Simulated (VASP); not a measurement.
Level of theory: PBE GGA, VASP's PBE PAW potentials (set 64) (plane waves; VASP).

Input for VASP

KPOINTS:
```
Automatic mesh
0
Gamma
16 16 16
0 0 0
```

**INCAR**
```
ALGO = Normal
EDIFF = 1E-6
EDIFFG = -0.02
ENCUT = 500
GGA = PE
IBRION = 2
ISIF = 3
ISMEAR = 1
LASPH = T
LCHARG = F
LMAXMIX = 4
LREAL = F
LWAVE = F
NELM = 100
NSW = 40
PREC = Accurate
PSTRESS = 450
SIGMA = 0.1
SYSTEM = Pd
```

**POSCAR**
```
Pd
1.0
  0.0000000000   1.8894291872   1.8894291872
  1.8894291872   0.0000000000   1.8894291872
  1.8894291872   1.8894291872   0.0000000000
Pd
1
direct
  0.0000000000   0.0000000000   0.0000000000
```

POTCAR, in this order: Pd (PBE.64 set). Program: vasp_std.

Energy and stress use the plane-wave basis of the starting cell.

Predict the energy per atom (σ→0), volume per atom, band gap (on the k-mesh).

```
Item                                                         Value
------------------------  ----------------------------------------
energy per atom (σ→0)                               -4.940 eV/atom
band gap (on the k-mesh)  none (metal, semimetal or under 0.01 eV)
volume per atom                                     12.93 Å^3/atom
```

File OSZICAR:
```
...
   3 F= -.13068860E+01 E0= -.13069488E+01  d E =-.273184E-01
       N       E                     dE             d eps       ncg     rms          rms(c)
DAV:   1    -0.494010779215E+01    0.66822E-02   -0.91094E-03  2656   0.111E+00    0.159E-01
DAV:   2    -0.493966307712E+01    0.44472E-03   -0.18766E-03  2639   0.417E-01    0.432E-02
DAV:   3    -0.493966049978E+01    0.25773E-05   -0.27090E-05  3406   0.412E-02    0.242E-02
DAV:   4    -0.493966440037E+01   -0.39006E-05   -0.63120E-06  2979   0.219E-02    0.157E-03
DAV:   5    -0.493966438456E+01    0.15808E-07   -0.33422E-08  1325   0.180E-03
   4 F= -.13069787E+01 E0= -.13070397E+01  d E =-.274111E-01
```

The compound is Pd in the fcc structure. This run relaxes it under an external pressure of 45 GPa. Symmetry was kept, so distortions that lower it aren't found.
